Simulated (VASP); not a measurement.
HgTe (Coloradoite), 2 atoms in the cell. It takes space group F-43m (No. 216, cubic). Conventional cell: a = 6.543 Å, b = 6.543 Å, c = 6.543 Å, α = 90.00°, β = 90.00°, γ = 90.00°. Around Hg (site symmetry -43m) lie 4 Te at 2.83 Å. Te (site symmetry -43m) is surrounded by 4 Hg at 2.83 Å. 

* Program: VASP 6.6.1
* Task: relaxation of cell and atoms
* Functional: AM05
* Potentials or basis: VASP PAW PBE potentials, release 64 (Hg, Te)
* Cutoff: 600 eV
* k mesh: 10 × 10 × 10
* Occupations: gaussian, width 0.03 eV
* Spin: no spin polarisation
* Further INCAR settings: ALGO = Normal; EDIFF = 1e-07; IBRION = 2; EDIFFG = -0.005; NSW = 90; ISIF = 3

Potentials or basis: VASP PAW PBE potentials, release 64 (Hg, Te).

The run is started by

```console
$ cat potpaw_PBE.64/Hg/POTCAR potpaw_PBE.64/Te/POTCAR > POTCAR
$ mpirun -np 1 vasp_std > vasp.out
```

Hardware: 1 thread of Intel(R) Xeon(R) Platinum 8375C CPU @ 2.90GHz (Ice Lake), on a shared host.

Task: Estimate the wall time of this run.

Result: Run time: 87 s on 1 thread of Intel(R) Xeon(R) Platinum 8375C CPU @ 2.90GHz (Ice Lake) (shared host), peak memory 0.27 GiB. Counts: scf iterations 13, k points 47, ion steps 1.
